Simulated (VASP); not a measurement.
Input:

```
Al
1.0
    0.00000     2.02974     2.02974
    2.02974     0.00000     2.02974
    2.02974     2.02974     0.00000
Al
1
Cartesian
  2.02974   2.02974   0.00000
```

Method: RPBE GGA, VASP's PBE PAW potentials (set 64) (plane waves; VASP 6.6.1). Settings: 520 eV cut-off, 17×17×17 Γ-centred mesh, tetrahedra with Blöchl corrections, potentials Al.

Problem. Tabulate the total density of states (states/eV per cell) against energy (eV; zero at the valence-band maximum or, without a gap, the Fermi level).

Solution. 
| E (eV) | DOS (states/eV) |
|---|---|
| -9.90 | 0.13 |
| -9.79 | 0.13 |
| -9.56 | 0.15 |
| -9.44 | 0.15 |
| -9.21 | 0.16 |
| -9.10 | 0.17 |
| -8.87 | 0.18 |
| -8.75 | 0.18 |
| -8.52 | 0.19 |
| -8.40 | 0.19 |
| -8.17 | 0.20 |
| -8.06 | 0.21 |
| -7.83 | 0.22 |
| -7.71 | 0.22 |
| -7.48 | 0.23 |
| -7.37 | 0.23 |
| -7.25 | 0.24 |
| -7.02 | 0.24 |
| -6.91 | 0.25 |
| -6.67 | 0.25 |
| -6.56 | 0.26 |
| -6.33 | 0.27 |
| -6.21 | 0.27 |
| -5.98 | 0.28 |
| -5.87 | 0.28 |
| -5.64 | 0.29 |
| -5.52 | 0.29 |
| -5.29 | 0.30 |
| -5.17 | 0.31 |
| -4.94 | 0.34 |
| -4.83 | 0.35 |
| -4.60 | 0.32 |
| -4.48 | 0.33 |
| -4.37 | 0.32 |
| -4.14 | 0.30 |
| -4.02 | 0.30 |
| -3.79 | 0.32 |
| -3.67 | 0.35 |
| -3.44 | 0.35 |
| -3.33 | 0.35 |
| -3.10 | 0.39 |
| -2.98 | 0.40 |
| -2.75 | 0.40 |
| -2.63 | 0.37 |
| -2.40 | 0.38 |
| -2.29 | 0.39 |
| -2.06 | 0.34 |
| -1.94 | 0.31 |
| -1.83 | 0.32 |
| -1.60 | 0.36 |
| -1.48 | 0.33 |
| -1.25 | 0.37 |
| -1.14 | 0.39 |
| -0.91 | 0.43 |
| -0.79 | 0.45 |
| -0.56 | 0.41 |
| -0.44 | 0.38 |
| -0.21 | 0.35 |
| -0.10 | 0.35 |
| 0.13 | 0.39 |
| 0.25 | 0.41 |
| 0.48 | 0.45 |
| 0.60 | 0.44 |
| 0.83 | 0.44 |
| 0.94 | 0.45 |
| 1.06 | 0.44 |
| 1.29 | 0.43 |
| 1.40 | 0.42 |
| 1.63 | 0.42 |
| 1.75 | 0.43 |
| 1.98 | 0.45 |
| 2.10 | 0.46 |
| 2.33 | 0.47 |
| 2.44 | 0.46 |
| 2.67 | 0.46 |
| 2.79 | 0.47 |
| 3.02 | 0.48 |
| 3.13 | 0.48 |
| 3.37 | 0.48 |
| 3.48 | 0.48 |
Within 2 eV below the Fermi level the largest weight inside VASP's projection spheres is Al p, then Al s.

The compound is Al in the fcc structure. It was relaxed first.
